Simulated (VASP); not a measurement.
The input files of a VASP run:

KPOINTS:
```
Automatic mesh
0
Gamma
6 6 6
0 0 0
```

POSCAR:
```
Mg2Si
6.321560
  0.0000000000   0.4925000128   0.5000000130
  0.4925000128   0.0000000000   0.5000000130
  0.4925000128   0.4925000128   0.0000000000
Mg Si
2 1
Direct
  0.2500000000   0.2500000000   0.2500000000
  0.7500000000   0.7500000000   0.7500000000
  0.0000000000   0.0000000000   0.0000000000
```

**INCAR**
```
SYSTEM = Mg2Si
PREC = Accurate
ENCUT = 480
EDIFF = 1E-7
NELM = 100
ALGO = Normal
LREAL = .FALSE.
LASPH = .TRUE.
ISMEAR = 0
SIGMA = 0.05
GGA = PS
LWAVE = .FALSE.
LCHARG = .FALSE.
ISIF = 2
```

POTCAR, in this order: Mg Si (PBE.64 set). Program: vasp_std.

Write an equivalent input for Quantum ESPRESSO's pw.x.

One equivalent input (not run):
```
&CONTROL
  calculation = 'scf'
  pseudo_dir = './pseudo'
  outdir = './out'
  tprnfor = .true.
  tstress = .true.
/
&SYSTEM
  ibrav = 0
  nat = 3
  ntyp = 2
  ecutwfc = 84
  occupations = 'smearing'
  smearing = 'gaussian'
  degauss = 0.003675
  input_dft = 'pbesol'
/
&ELECTRONS
  conv_thr = 7.3e-09
  electron_maxstep = 100
/
ATOMIC_SPECIES
  Mg 24.305 Mg.upf
  Si 28.085 Si.upf
CELL_PARAMETERS angstrom
     0.0000000    3.1133684    3.1607801
     3.1133684    0.0000000    3.1607801
     3.1133684    3.1133684    0.0000000
ATOMIC_POSITIONS crystal
  Mg   0.2500000  0.2500000  0.2500000
  Mg   0.7500000  0.7500000  0.7500000
  Si   0.0000000  0.0000000  0.0000000
K_POINTS automatic
  6 6 6 0 0 0
```
What does not carry over: the potentials are each code's own (VASP's PAW set, PseudoDojo norm-conserving files in pw.x), so ENCUT and ecutwfc are chosen apart and not converted; conv_thr bounds pw.x's estimated SCF error, while EDIFF bounds the energy change between steps.

The compound is Mg2Si in the antifluorite structure. This cell was strained or had an atom moved on purpose.
